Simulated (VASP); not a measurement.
Consider the following.

```xyz
2
Lattice="0.0000 2.4400 2.4400 2.4400 0.0000 2.4400 2.4400 2.4400 0.0000" Properties=species:S:1:pos:R:3 pbc="T T T"
Y      0.0000     0.0000     0.0000
N      2.4400     2.4400     2.4400
```

Level of theory: PBE GGA, VASP's PBE PAW potentials (set 64) (plane waves; VASP). Settings: 520 eV cut-off, 8×8×8 Γ-centred mesh, Gaussian smearing of 0.050 eV, potentials Y_sv N.

Task: Give the stress tensor in GPa (positive for a compressed cell).

Result: 
```
2.48  0.00  0.00
0.00  2.48  0.00
0.00  0.00  2.48
```
The pressure is its mean diagonal, 2.48 GPa.

The compound is YN in the rock salt structure. The cell was not relaxed at this level.
